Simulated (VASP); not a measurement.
Input:

```yaml
crystal:
  lattice:
    - [0.00000, 2.33369, 2.33369]
    - [2.33369, 0.00000, 2.33369]
    - [2.33369, 2.33369, 0.00000]
  atoms:
    - { symbol: B, position: [0.00000, 0.00000, 0.00000] }
    - { symbol: As, position: [0.25000, 0.25000, 0.25000] }
```

Computed with PBE0 hybrid, VASP's PBE PAW potentials (set 64) (plane waves; VASP). Settings: 520 eV cut-off, 8×8×8 Γ-centred mesh, Gaussian smearing of 0.050 eV, potentials B As.

### Question
Give the stress tensor in GPa (positive for a compressed cell).

### Answer

```
10.91   0.00   0.00
 0.00  10.91   0.00
 0.00   0.00  10.91
```
The pressure is its mean diagonal, 10.91 GPa.

The compound is BAs in the zinc blende structure. This cell is one point of a volume scan, at 0.91 of the reference volume. The cell's shape comes from a PBE relaxation.
